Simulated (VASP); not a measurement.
Consider the following.

```yaml
crystal:
  lattice:
    - [-2.07782, 2.95919, 3.49930]
    - [2.07782, -2.95919, 3.49930]
    - [2.07782, 2.95919, -3.49930]
  atoms:
    - { symbol: Rb, position: [0.75000, 0.75000, 0.00000] }
    - { symbol: Rb, position: [0.25000, 0.25000, 0.00000] }
    - { symbol: O, position: [0.62500, 0.00000, 0.62500] }
    - { symbol: O, position: [0.37500, 0.00000, 0.37500] }
```

Method: LDA (Ceperley-Alder, Perdew-Zunger), VASP's LDA PAW potentials (set 64) (plane waves; VASP 6.6.1). Settings: 400 eV cut-off, 5×5×5 Γ-centred mesh, Gaussian smearing of 0.20 eV, potentials Rb_sv O.

At this cut-off the stress carries a Pulay error, which pulls relaxed volumes low.

Question: Predict the energy per atom (σ→0), pressure, band gap (on the k-mesh) with the smallest direct gap where there is one.

Answer: 
```
Property                                              Value
-----------------------------------  ----------------------
band gap (on the k-mesh)                            1.69 eV
smallest direct gap (on the k-mesh)                 1.69 eV
energy per atom (σ→0)                -432.5 kJ/mol of atoms
pressure                                          -4.48 GPa
```

Only differences to runs with the same potentials and settings are physical.

The structure comes from a measured Rb2O2 entry of the Crystallography Open Database, whose conditions weren't checked. The cell was not relaxed at this level.
